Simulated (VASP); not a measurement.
**Si2W: relaxation of cell and atoms with PBEsol**

Crystal: Si2W.

```xyz
3
Lattice="-1.6022 1.6022 3.9093 1.6022 -1.6022 3.9093 1.6022 1.6022 -3.9093" Properties=species:S:1:pos:R:3 pbc="T T T"
Si    1.6022    1.6022   -1.2939
Si    0.0000    0.0000    5.2032
W     0.0000    0.0000    0.0000
```

| Property | Result |
| --- | --- |
| Program | VASP 6.6.1 |
| Task | relaxation of cell and atoms |
| Functional | PBEsol |
| Potentials or basis | VASP PAW PBE potentials, release 64 (Si, W_sv) |
| Cutoff | 520 eV |
| k mesh | 18 × 18 × 18 |
| Occupations | gaussian, width 0.1 eV |
| Spin | no spin polarisation |
| Further INCAR settings | ALGO = Normal; EDIFF = 1e-07; IBRION = 2; EDIFFG = -0.002; NSW = 80; ISIF = 3 |

```json
{
 "Pressure after relaxing": "0.0 GPa",
 "Band gap on the k mesh": "none (metal or under the smearing width)"
}
```

Final structure:
```xyz
3
Lattice="-1.6022 1.6022 3.9093 1.6022 -1.6022 3.9093 1.6022 1.6022 -3.9093" Properties=species:S:1:pos:R:3 pbc="T T T"
Si    0.0000    0.0000    2.6154
Si    0.0000    0.0000    5.2032
W     0.0000    0.0000    0.0000
```

Levels at points of the mesh, in eV from the Fermi level:
| k point | band 8 | band 9 | band 10 | band 11 | band 12 | band 13 | band 14 | band 15 |
| --- | --- | --- | --- | --- | --- | --- | --- | --- |
| (0.00, 0.00, 0.00) | -3.39 | -2.86 | -2.86 | 0.63 | 2.81 | 2.88 | 3.13 | 3.13 |
| (0.50, 0.00, 0.00) | -4.87 | -2.81 | -2.81 | -0.45 | 2.72 | 2.82 | 3.96 | 4.47 |
| (0.50, 0.50, 0.00) | -5.47 | -5.05 | -3.30 | -1.75 | 2.83 | 2.99 | 3.15 | 3.91 |
| (0.50, 0.50, 0.50) | -2.62 | -0.82 | -0.82 | -0.51 | -0.51 | 0.80 | 4.53 | 4.97 |

Run time: 50 s on 4 MPI ranks on Intel(R) Xeon(R) 6975P-C (Granite Rapids), on a shared host, peak memory 0.43 GiB a rank.

Caveat: the relaxation stopped at its first step, so nothing moved; the PAW data sets were made with another functional, which shifts forces and pressure a little. The run has no spin-orbit coupling, so splittings on W are missing.
